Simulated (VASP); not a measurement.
These are LDA (Ceperley-Alder, Perdew-Zunger), VASP's LDA PAW potentials (set 64) (plane waves; VASP) values and carry that method's errors.

Gaps are without spin-orbit coupling.

```yaml
volume_per_atom: 18.60 Å³/atom
band gap (over mesh and band path): 1.71 eV
smallest direct gap (over mesh and band path): 1.77 eV
```

Problem. Which relaxed crystal gives these values?
A. Sr2HN, R-3m (166)
B. AlGaSb2, R3m (160)
C. WN2, P-6m2 (187)
D. CaO, Fm-3m (225)

Solution. A, Sr2HN, R-3m (166)
